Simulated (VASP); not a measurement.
These are PBE GGA, VASP's PBE PAW potentials (set 64) (plane waves; VASP) values and carry that method's errors.

Input for VASP

File POSCAR:
```
BN
1
    1.2770400000    -2.2118990000     0.0000000000
    1.2770400000     2.2118990000     0.0000000000
    0.0000000000     0.0000000000     6.7932000000
B N
2 2
Direct
  0.3333330000   0.6666670000   0.2500000000
  0.6666670000   0.3333330000   0.7500000000
  0.6666670000   0.3333330000   0.2500000000
  0.3333330000   0.6666670000   0.7500000000
```

### INCAR
```
# general
SYSTEM = BN
PREC   = Accurate
ENCUT  = 520
LREAL  = .FALSE.   # projection in real space or not
LASPH  = .TRUE.
NELECT = 15.9

# electronic loop
EDIFF  = 1E-6
NELM   = 100   # most electronic steps
ALGO   = Normal

# smearing
ISMEAR = 0   # Gaussian
SIGMA  = 0.05   # width (eV)

# functional
GGA    = PE

# ions
ISIF   = 2

# output
LWAVE  = .FALSE.
LCHARG = .FALSE.
```

KPOINTS:
```
Automatic mesh
0
Gamma
9 9 3
0 0 0
```

POTCAR, in this order: B N (PBE.64 set). Program: vasp_std.

The run wrote:

**OSZICAR**
```
       N       E                     dE             d eps       ncg     rms          rms(c)
DAV:   1     0.621004161778E+02    0.62100E+02   -0.76514E+03   576   0.113E+03
DAV:   2    -0.335275366481E+02   -0.95628E+02   -0.88726E+02   864   0.255E+02
DAV:   3    -0.381920495196E+02   -0.46645E+01   -0.46235E+01   712   0.586E+01
DAV:   4    -0.382428314857E+02   -0.50782E-01   -0.50758E-01   724   0.693E+00
DAV:   5    -0.382435799054E+02   -0.74842E-03   -0.74836E-03   720   0.851E-01    0.105E+01
DAV:   6    -0.355857804245E+02    0.26578E+01   -0.71194E+00   652   0.216E+01    0.478E+00
DAV:   7    -0.353571481731E+02    0.22863E+00   -0.37429E-01   720   0.550E+00    0.296E+00
DAV:   8    -0.352880501906E+02    0.69098E-01   -0.25624E-01   700   0.381E+00    0.363E-01
DAV:   9    -0.352856195474E+02    0.24306E-02   -0.94799E-03   716   0.871E-01    0.163E-01
DAV:  10    -0.352864701288E+02   -0.85058E-03   -0.12178E-03   688   0.301E-01    0.376E-02
DAV:  11    -0.352865644876E+02   -0.94359E-04   -0.20762E-04   732   0.127E-01    0.270E-02
DAV:  12    -0.352865591356E+02    0.53520E-05   -0.48547E-05   680   0.616E-02    0.415E-03
DAV:  13    -0.352865595074E+02   -0.37181E-06   -0.17426E-06   584   0.129E-02
   1 F= -.35286560E+02 E0= -.35285874E+02  d E =-.137171E-02
```

OUTCAR:
```
------------------------ aborting loop because EDIFF is reached ----------------------------------------
  FORCE on cell =-STRESS in cart. coord.  units (eV):
  Direction    XX          YY          ZZ          XY          YZ          ZX
  --------------------------------------------------------------------------------------
  Total       -4.3847972     -4.3848005     -0.2803185     -0.0000000      0.0000000      0.0000000
  in kB     -183.0568153   -183.0569537    -11.7027565     -0.0000000      0.0000000      0.0000000
  external PRESSURE =    -125.9388418 kB  Pullay stress =       0.0000000 kB
  volume of cell :       38.38
      direct lattice vectors                 reciprocal lattice vectors
     1.277040000 -2.211899000  0.000000000     0.391530414 -0.226050104  0.000000000
     1.277040000  2.211899000  0.000000000     0.391530414  0.226050104  0.000000000
     0.000000000  0.000000000  6.793200000     0.000000000  0.000000000  0.147206030
  FREE ENERGIE OF THE ION-ELECTRON SYSTEM (eV)
  ---------------------------------------------------
  free  energy   TOTEN  =       -35.2865595074 eV

  energy  without entropy=      -35.2851877963  energy(sigma->0) =      -35.28587365
```
(Selected blocks of OUTCAR.)

The cell is charged, with a uniform compensating background.

The compound is BN in the hex structure. The cell was not relaxed at this level. The k-mesh is coarse (spacing up to 0.32 per Å, 2π included), so the numbers may not be converged in it. The run is one of a series of settings (NELECT = 15.9 against the base run), some of them coarse on purpose.
